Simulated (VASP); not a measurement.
Data:

```
CELL_PARAMETERS angstrom
      2.12155     1.22488     6.92745
     -2.12155     1.22488     6.92745
      0.00000    -2.44976     6.92745
ATOMIC_POSITIONS crystal
  Pb 0.75317 0.75317 0.75317
  Pb 0.24683 0.24683 0.24683
  Se 0.00000 0.00000 0.00000
  S  0.50000 0.50000 0.50000
```

The numbers are results of PBEsol GGA, VASP's PBE PAW potentials (set 64) (plane waves; VASP 6.6.1), not measurements. Numerical set-up: 400 eV cut-off, 7×7×7 Γ-centred mesh, tetrahedra with Blöchl corrections, potentials Pb_d Se S.

Unless said otherwise, spin-orbit coupling is left out, though it shifts the bands of the heavy elements here.

Estimate the energy per atom (σ→0), band gap (on the k-mesh) with the smallest direct gap where there is one.

```json
{
 "band gap (on the k-mesh)": "0.18 eV",
 "smallest direct gap (on the k-mesh)": "0.18 eV",
 "energy per atom (σ→0)": "-4590 meV/atom"
}
```

The structure comes from a computed database's Pb2SeS entry (R-3m); how it stands against other phases isn't given here. It was relaxed first.
